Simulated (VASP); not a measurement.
```yaml
crystal:
  lattice:
    - [0.00000, 2.47352, 2.47352]
    - [2.47352, 0.00000, 2.47352]
    - [2.47352, 2.47352, 0.00000]
  atoms:
    - { symbol: Zr, position: [0.00000, 0.00000, 0.00000] }
    - { symbol: O, position: [0.25000, 0.25000, 0.25000] }
```

Computed with PBEsol GGA, VASP's PBE PAW potentials (set 64) (plane waves; VASP). Numerical set-up: 520 eV cut-off, Gaussian smearing of 0.050 eV, potentials Zr_sv O.

Problem. What does the run give for the band gap (along the path) with the smallest direct gap where there is one?

Solution. 
```yaml
band gap (along the path): none (metal, semimetal or under 0.01 eV)
```

Only differences to runs with the same potentials and settings are physical.

The structure was generated: ZrO was put into the zinc blende type (F-43m), which need not be its known phase. It was relaxed first, which changed the volume by -30 %.
